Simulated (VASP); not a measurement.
The system is TiMoSe4.

```
Ti Mo Se
1.0
     0.00000    4.09450    4.09450
     4.09450    0.00000    4.09450
     4.09450    4.09450    0.00000
Ti Mo Se
1 1 4
Direct
  0.00000 0.00000 0.00000
  0.25000 0.25000 0.25000
  0.62428 0.62428 0.12717
  0.62428 0.12717 0.62428
  0.12717 0.62428 0.62428
  0.62428 0.62428 0.62428
```

The cell was built by a generator and needn't be a form met in nature.

| Property | Result |
| --- | --- |
| Program | VASP 6.6.1 |
| Task | relaxation of cell and atoms |
| Functional | PBE |
| Potentials or basis | VASP PAW PBE potentials, release 64 (Ti_sv, Mo_sv, Se) |
| Cutoff | 520 eV |
| k mesh | 3 × 3 × 3 |
| Occupations | gaussian, width 0.15 eV |
| Spin | no spin polarisation |

At the start: pressure -9.5 GPa; volume 22.88 Å³/atom.

Task: Where does the relaxation end?

Result: Over 5 steps the energy falls by 134.5 meV/atom and the volume is 19.26 Å³/atom (-15.8 %); space group F-43m (No. 216, to 0.05 Å).

The path:
```csv
step,energy change (eV),largest force (eV/Å),pressure (GPa),volume (Å³)
1,0.0000,0.1323,-9.50,137.29
2,-0.7820,0.1973,2.51,112.05
3,-0.8046,0.1893,0.01,115.01
4,-0.8041,0.1908,0.51,114.59
5,-0.8071,0.0422,-0.34,115.57
```

Final structure:
```
Ti Mo Se
1.0
     0.00000    3.86610    3.86610
     3.86610    0.00000    3.86610
     3.86610    3.86610    0.00000
Ti Mo Se
1 1 4
Direct
  0.00000 0.00000 0.00000
  0.25000 0.25000 0.25000
  0.62535 0.62535 0.12395
  0.62535 0.12395 0.62535
  0.12395 0.62535 0.62535
  0.62535 0.62535 0.62535
```

Caveat: the k mesh is coarse (spacing up to 0.44 Å⁻¹), so the values aren't converged; the volume moved by over 15 % at a fixed basis, so the end points are rough.
